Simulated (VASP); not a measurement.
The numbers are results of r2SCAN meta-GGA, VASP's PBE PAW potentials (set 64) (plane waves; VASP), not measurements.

VASP ran on this input.

**KPOINTS**
```
Automatic mesh
0
Gamma
6 6 6
0 0 0
```

**INCAR**
```
# general
SYSTEM   =  PbF2
PREC     =  Accurate
ENCUT    =  600   # plane-wave cut-off (eV)
LREAL    =  .FALSE.   # projection in real space or not
LASPH    =  .TRUE.

# electronic loop
EDIFF    =  1E-7   # SCF stop (eV)
NELM     =  100   # most electronic steps
ALGO     =  Normal   # blocked Davidson
LMAXMIX  =  4   # l cut-off of mixed one-centre charges
LMIXTAU  =  .TRUE.

# smearing
ISMEAR   =  0   # Gaussian
SIGMA    =  0.05   # width (eV)

# functional
METAGGA  =  R2SCAN

# ions
IBRION   =  2   # conjugate gradients
NSW      =  40
ISIF     =  3
EDIFFG   =  -0.01
PSTRESS  =  200

# output
LWAVE    =  .FALSE.
LCHARG   =  .FALSE.
```

File POSCAR:
```
PbF2
1
    0.0000000000     2.7954576062     2.7954576062
    2.7954576062     0.0000000000     2.7954576062
    2.7954576062     2.7954576062     0.0000000000
Pb F
1 2
Direct
  0.0000000000   0.0000000000   0.0000000000
  0.2500000000   0.2500000000   0.2500000000
  0.7500000000   0.7500000000   0.7500000000
```

POTCAR, in this order: Pb_d F (PBE.64 set). Program: vasp_std.

Problem. What will the output report for the number of irreducible k-points (NKPTS), number of bands (NBANDS), largest plane-wave count, number of space-group operations, FFT grid (NGX, NGY, NGZ)?

Solution. 
```yaml
number of irreducible k-points (NKPTS): 16
number of bands (NBANDS): 18
largest_plane_wave_count: 1470
number_of_space_group_operations: 48
FFT grid (NGX, NGY, NGZ): 32 × 32 × 32
```

The compound is PbF2 in the fluorite structure, the β form. It was relaxed first under an external pressure of 20 GPa.
